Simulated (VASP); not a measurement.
# BaMgTiO3 (Cm) in VASP: reference runs, part 2 of 2

VASP 6.6.1. Earlier steps stand in the parts before.

## 3. Single point, PBE (atoms moved at random, drawn with an rms of 0.05 Å)

The input, INCAR:

```
SYSTEM = BaMgTiO3
PREC = Accurate
ENCUT = 520
EDIFF = 1E-7
ISMEAR = -1
SIGMA = 0.05
LREAL = .FALSE.
LASPH = .TRUE.
NELM = 100
ALGO = Normal
ISIF = 2
LWAVE = .FALSE.
LCHARG = .TRUE.
GGA = PE
LELF = .TRUE.
LVHAR = .TRUE.
NBANDS = 30
```

The input, KPOINTS:

```
Automatic mesh
0
G
  6 6 6
  0 0 0
```

The input, POSCAR:

```
BaMgTiO3
1.0
    4.2445705032     -3.1222515491      0.0000000000
    4.2445705032      3.1222515491      0.0000000000
   -1.7581766204      0.0000000000      4.3904501942
Ba Ti Mg O
1 1 1 3
Direct
    0.9569360000      0.9637520000      0.0268510000
    0.4169190000      0.4081960000      0.5812190000
    0.6615850000      0.6458260000      0.3221590000
    0.6296060000      0.6142470000      0.8770650000
    0.5770490000      0.0535740000      0.4941800000
    0.0531800000      0.5718970000      0.4945510000
```

Potentials or basis: VASP PAW PBE potentials, release 64 (Ba_sv, Ti_sv, Mg, O).

Started as:

```sh
cat potpaw_PBE.64/Ba_sv/POTCAR potpaw_PBE.64/Ti_sv/POTCAR potpaw_PBE.64/Mg/POTCAR potpaw_PBE.64/O/POTCAR > POTCAR
mpirun -np 1 vasp_std > vasp.out
```

OUTCAR:

```text
SYSTEM = BaMgTiO3
   PREC = Accurate
   ENCUT = 520
   EDIFF = 1E-7
   ISMEAR = -1
   LREAL = .FALSE.
   LASPH = .TRUE.
   NELM = 100
   ISIF = 2
   GGA = PE

 ion  position               nearest neighbor table
   1  0.957  0.964  0.027-   4 2.69   5 2.78   6 2.81   5 3.25   6 3.29   3 3.38   3 3.38   3 3.50
                             3 3.62   2 3.66   2 3.74   2 3.76
   2  0.417  0.408  0.581-   5 1.78   4 1.81   6 1.83   3 2.75   1 3.66   1 3.74   1 3.76
   3  0.662  0.646  0.322-   6 1.94   5 2.02   4 2.02   4 2.74   2 2.75   1 3.38   1 3.38   1 3.50
                             1 3.62
   4  0.630  0.614  0.877-   2 1.81   3 2.02   1 2.69   3 2.74
   5  0.577  0.054  0.494-   2 1.78   3 2.02   1 2.78   1 3.25
   6  0.053  0.572  0.495-   2 1.83   3 1.94   1 2.81   1 3.29

  LATTYP: Found a base centered monoclinic cell.
 ALAT       =     8.4891410064
 B/A-ratio  =     0.7355871570
 C/A-ratio  =     0.5571118953
 COS(beta)  =    -0.3717545750

  Lattice vectors:

 A1 = (   4.2445705032,  -3.1222515491,   0.0000000000)
 A2 = (   4.2445705032,   3.1222515491,   0.0000000000)
 A3 = (  -1.7581766204,   0.0000000000,   4.3904501942)

Analysis of symmetry for initial positions (statically):
=====================================================================
 Subroutine PRICEL returns:
 Original cell was already a primitive cell.

 Routine SETGRP: Setting up the symmetry group for a
 base centered monoclinic supercell.

 Subroutine GETGRP returns: Found  1 space group operations
 (whereof  1 operations were pure point group operations)
 out of a pool of  4 trial point group operations.

The static configuration has the point symmetry C_1 .

Analysis of symmetry for dynamics (positions and initial velocities):
=====================================================================
 Subroutine PRICEL returns:
 Original cell was already a primitive cell.

 Routine SETGRP: Setting up the symmetry group for a
 base centered monoclinic supercell.

 Subroutine GETGRP returns: Found  1 space group operations
 (whereof  1 operations were pure point group operations)
[... 134 lines left out ...]
   LORBIT       =      0    0 simple, 1 ext, 2 COOP (PROOUT), +10 PAW based schemes
   GGA     = PE    functional components
   LHFCALC =     F    Hartree Fock is set to
   AEXX    =    0.0000 exact exchange contribution
   IVDW    =     0    specifies the selected vdW correction
   LEPSILON=     F    determine dielectric tensor
   LRPA    =     F    only Hartree local field effects (RPA)
 non-spin polarized calculation
  energy-cutoff  :      520.00
  volume of cell :      116.37
 maximum number of plane-waves:      3155
   NGX = 19   NGY = 19   NGZ = 17

 number of electron      42.0000002 magnetization

 Free energy of the ion-electron system (eV)
  ---------------------------------------------------
  ext. energy  EPLUGINS =         0.00000000
  ---------------------------------------------------
  free energy    TOTEN  =       -40.50743113 eV

  energy without entropy =      -40.50737503  energy(sigma->0) =      -40.50740308

 E-fermi :   4.0388     XC(G=0):  -8.8769

 val. band max:        3.6433087844   @ k =   0.3333   0.1667   0.5000
 cond. band min:       4.3863624081   @ k =   0.1667   0.1667   0.5000
 fundamental gap:      0.7430536237
 Fermi energy:         4.0387828649

 k-point     1 :       0.0000    0.0000    0.0000
  band No.  band energies     occupation
      1     -53.8567      2.00000
      2     -30.4043      2.00000
      3     -30.3433      2.00000
      4     -29.9744      2.00000
      5     -25.2306      2.00000
      6     -15.4976      2.00000
[... 781 lines left out ...]
     29       7.2217      0.00000
     30       7.3811      0.00000

 [... further k-points ...]

------------------------ aborting loop because EDIFF is reached ----------------------------------------

  FORCE on cell =-STRESS in cart. coord.  units (eV):
  Direction    XX          YY          ZZ          XY          YZ          ZX
  --------------------------------------------------------------------------------------
  -------------------------------------------------------------------------------------
  Total        2.2192288      1.1615266     -0.0714889      0.0792771     -0.0111109     -0.3520758
  in kB       30.5542743     15.9918624     -0.9842574      1.0914841     -0.1529749     -4.8473682
  external PRESSURE =      15.1872931 kB  Pullay stress =       0.0000000 kB

 VOLUME and BASIS-vectors are now :
 -----------------------------------------------------------------------------
  energy-cutoff  :      520.00
  volume of cell :      116.37
      direct lattice vectors                 reciprocal lattice vectors
     4.244570503 -3.122251549  0.000000000     0.117797549 -0.160140845  0.047172587
     4.244570503  3.122251549  0.000000000     0.117797549  0.160140845  0.047172587
    -1.758176620  0.000000000  4.390450194     0.000000000  0.000000000  0.227767075

 POSITION                                       TOTAL-FORCE (eV/Angst)
 -----------------------------------------------------------------------------------
      8.10529      0.02128      0.11789        -0.157787     -0.123228     -0.048743
      2.48037     -0.02724      2.55181         0.455565      0.794209      0.447205
      4.98299     -0.04920      1.41442         0.165086      0.387411     -0.187233
      3.73759     -0.04795      3.85071         0.166634      0.010495      0.416383
      1.80787     -1.63442      2.16967        -0.599984     -0.965213     -0.490036
      1.78368      1.61956      2.17130        -0.029513     -0.103675     -0.137575
 -----------------------------------------------------------------------------------
    total drift:                                0.000551     -0.000453      0.000990

  FREE ENERGIE OF THE ION-ELECTRON SYSTEM (eV)
  ---------------------------------------------------
  free  energy   TOTEN  =       -40.5074311267 eV

  energy  without entropy=      -40.5073750303  energy(sigma->0) =      -40.50740308
```

stdout:

```text
POSCAR found type information on POSCAR BaTiMgO
 POSCAR found :  4 types and       6 ions
 scaLAPACK will be used
 LDA part: xc-table for (Slater+PW92), standard interpolation
 POSCAR, INCAR and KPOINTS ok, starting setup
 FFT: planning ... GRIDC
 FFT: planning ... GRID_SOFT
 FFT: planning ... GRID
 WAVECAR not read
 entering main loop
```

Run time: 4.5 min. Hardware: 1 thread of Intel Xeon Platinum 8559C (Emerald Rapids), shared host; peak memory 0.54 GiB.

Results:

* Free energy: -40.5074 eV
* Pressure: 1.5 GPa
* Largest force: 1.238 eV/Å
* Band gap on the k mesh: 0.74 eV, indirect (least direct gap 0.75 eV)

Forces on the atoms (eV/Å):
```
Ba  -0.158 -0.123 -0.049
Ti   0.456  0.794  0.447
Mg   0.165  0.387 -0.187
O    0.167  0.010  0.416
O   -0.600 -0.965 -0.490
O   -0.030 -0.104 -0.138
```

Caveat: spin-orbit coupling is left out, which moves the levels of the heavy elements. A k mesh can miss the band edges.
